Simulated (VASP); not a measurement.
Computed with r2SCAN meta-GGA, VASP's PBE PAW potentials (set 64) (plane waves; VASP).

VASP input:

File KPOINTS:
```
Automatic mesh
0
Gamma
15 15 15
0 0 0
```

**INCAR**
```
LCHARG=F
LMIXTAU=T
LREAL=F   # projection in real space or not
ISIF=3   # ions, shape and volume
IBRION=2   # conjugate gradients
PREC=Accurate
EDIFFG=-0.01   # ionic stop
ALGO=Normal
NELM=100   # most electronic steps
LWAVE=F
NSW=60
ENCUT=400   # plane-wave cut-off (eV)
SIGMA=0.1
SYSTEM=Pd
METAGGA=R2SCAN
EDIFF=1E-6
LMAXMIX=4
LASPH=T   # aspherical one-centre terms
ISMEAR=1
```

### POSCAR
```
Pd
1
   -1.5437480000     1.5437480000     1.5437480000
    1.5437480000    -1.5437480000     1.5437480000
    1.5437480000     1.5437480000    -1.5437480000
Pd
1
Direct
  0.0000000000   0.0000000000   0.0000000000
```

POTCAR, in this order: Pd (PBE.64 set). Program: vasp_std.

The resulting files:

**OSZICAR**
```
       N       E                     dE             d eps       ncg     rms          rms(c)
DAV:   1     0.124769591323E+02    0.12477E+02   -0.46600E+03  2192   0.861E+02
DAV:   2    -0.256709372685E+02   -0.38148E+02   -0.36958E+02  2359   0.177E+02
DAV:   3    -0.259758006933E+02   -0.30486E+00   -0.30415E+00  2555   0.187E+01
DAV:   4    -0.259778417294E+02   -0.20410E-02   -0.20408E-02  2637   0.134E+00
DAV:   5    -0.259778742017E+02   -0.32472E-04   -0.32472E-04  2795   0.127E-01    0.874E+00
DAV:   6    -0.226582592398E+02    0.33196E+01   -0.66136E+00  2231   0.237E+01    0.402E+00
DAV:   7    -0.229025013572E+02   -0.24424E+00   -0.83791E-01  2301   0.632E+00    0.260E+00
DAV:   8    -0.228972814006E+02    0.52200E-02   -0.33408E-02  2287   0.142E+00    0.210E-01
DAV:   9    -0.229036992992E+02   -0.64179E-02   -0.10040E-02  2309   0.910E-01    0.701E-02
DAV:  10    -0.229041710485E+02   -0.47175E-03   -0.41377E-04  2629   0.186E-01    0.189E-02
DAV:  11    -0.229042150607E+02   -0.44012E-04   -0.24958E-04  2975   0.123E-01    0.230E-02
DAV:  12    -0.229041959522E+02    0.19109E-04   -0.32599E-05  2251   0.654E-02    0.803E-03
DAV:  13    -0.229042094401E+02   -0.13488E-04   -0.58201E-06  2298   0.237E-02    0.220E-03
DAV:  14    -0.229042087878E+02    0.65236E-06   -0.14097E-06  1247   0.723E-03
   1 F= -.22904209E+02 E0= -.22904115E+02  d E =-.229042E+02
       N       E                     dE             d eps       ncg     rms          rms(c)
DAV:   1    -0.233023406071E+02   -0.39813E+00   -0.80902E+00  2196   0.321E+01    0.424E+00
DAV:   2    -0.228667839084E+02    0.43556E+00   -0.26290E+00  2200   0.132E+01    0.127E+00
DAV:   3    -0.228957412229E+02   -0.28957E-01   -0.61588E-02  2375   0.164E+00    0.965E-01
DAV:   4    -0.228957488253E+02   -0.76024E-05   -0.95516E-02  2300   0.191E+00    0.445E-01
DAV:   5    -0.228980470507E+02   -0.22982E-02   -0.21140E-02  2184   0.117E+00    0.908E-02
DAV:   6    -0.228981672202E+02   -0.12017E-03   -0.61958E-04  2326   0.223E-01    0.563E-02
DAV:   7    -0.228979558493E+02    0.21137E-03   -0.52796E-04  2239   0.255E-01    0.174E-02
DAV:   8    -0.228982019245E+02   -0.24608E-03   -0.18322E-04  2224   0.158E-01    0.521E-03
DAV:   9    -0.228981965346E+02    0.53899E-05   -0.12438E-06  2919   0.997E-03    0.308E-03
DAV:  10    -0.228981978963E+02   -0.13617E-05   -0.41394E-08  1178   0.201E-03    0.248E-03
DAV:  11    -0.228981962675E+02    0.16288E-05   -0.18231E-07  1125   0.430E-03    0.684E-04
DAV:  12    -0.228981967706E+02   -0.50305E-06   -0.65823E-08  1105   0.206E-03
   2 F= -.22898197E+02 E0= -.22898031E+02  d E =0.601202E-02
       N       E                     dE             d eps       ncg     rms          rms(c)
DAV:   1    -0.230600997917E+02   -0.16190E+00   -0.30547E+00  2185   0.195E+01    0.265E+00
DAV:   2    -0.228995638766E+02    0.16054E+00   -0.93580E-01  2194   0.822E+00    0.478E-01
DAV:   3    -0.229067514578E+02   -0.71876E-02   -0.17539E-02  2355   0.926E-01    0.405E-01
DAV:   4    -0.229076126223E+02   -0.86116E-03   -0.36061E-02  2349   0.117E+00    0.264E-01
DAV:   5    -0.229082106018E+02   -0.59798E-03   -0.76806E-03  2188   0.732E-01    0.562E-02
DAV:   6    -0.229081101015E+02    0.10050E-03   -0.22638E-04  2292   0.169E-01    0.405E-02
DAV:   7    -0.229082283297E+02   -0.11823E-03   -0.14121E-04  2247   0.140E-01    0.214E-02
DAV:   8    -0.229082192771E+02    0.90525E-05   -0.55177E-05  2284   0.629E-02    0.334E-03
DAV:   9    -0.229082227444E+02   -0.34673E-05   -0.53686E-07  2219   0.624E-03    0.221E-03
DAV:  10    -0.229082217167E+02    0.10278E-05   -0.15375E-08  1114   0.139E-03    0.205E-03
DAV:  11    -0.229082225856E+02   -0.86894E-06   -0.18868E-07  1100   0.338E-03
   3 F= -.22908223E+02 E0= -.22908103E+02  d E =-.401380E-02
```

File OUTCAR:
```
------------------------ aborting loop because EDIFF is reached ----------------------------------------
  FORCE on cell =-STRESS in cart. coord.  units (eV):
  Direction    XX          YY          ZZ          XY          YZ          ZX
  --------------------------------------------------------------------------------------
  Total       -0.0000306     -0.0000306     -0.0000306      0.0000000      0.0000000      0.0000000
  in kB       -0.0032625     -0.0032625     -0.0032625      0.0000000      0.0000000      0.0000000
  external PRESSURE =      -0.0032625 kB  Pullay stress =       0.0000000 kB
  volume of cell :       15.03
      direct lattice vectors                 reciprocal lattice vectors
    -1.554716413  1.554716413  1.554716413     0.000000000  0.321602059  0.321602059
     1.554716413 -1.554716413  1.554716413     0.321602059  0.000000000  0.321602059
     1.554716413  1.554716413 -1.554716413     0.321602059  0.321602059  0.000000000
 POSITION                                       TOTAL-FORCE (eV/Angst)
 -----------------------------------------------------------------------------------
     -0.00000      0.00000      0.00000         0.000000      0.000000      0.000000
 -----------------------------------------------------------------------------------
    total drift:                                0.000000      0.000000      0.000000
  FREE ENERGIE OF THE ION-ELECTRON SYSTEM (eV)
  ---------------------------------------------------
  free  energy   TOTEN  =       -22.9082225856 eV

  energy  without entropy=      -22.9078645419  energy(sigma->0) =      -22.90810324

 reached required accuracy - stopping structural energy minimisation
```
(Selected blocks of OUTCAR.)

CONTCAR:
```
Pd
   1.00000000000000
    -1.5547164126809934    1.5547164126809934    1.5547164126809934
     1.5547164126809934   -1.5547164126809934    1.5547164126809934
     1.5547164126809934    1.5547164126809934   -1.5547164126809934
  Pd
     1
Direct
     0.0000000000000000    0.0000000000000000    0.0000000000000000
```

Energy and stress use the plane-wave basis of the starting cell.

The structure was generated: Pd was put into the bcc type (Im-3m), which need not be its known phase. This run relaxes it. Symmetry was kept, so distortions that lower it aren't found.
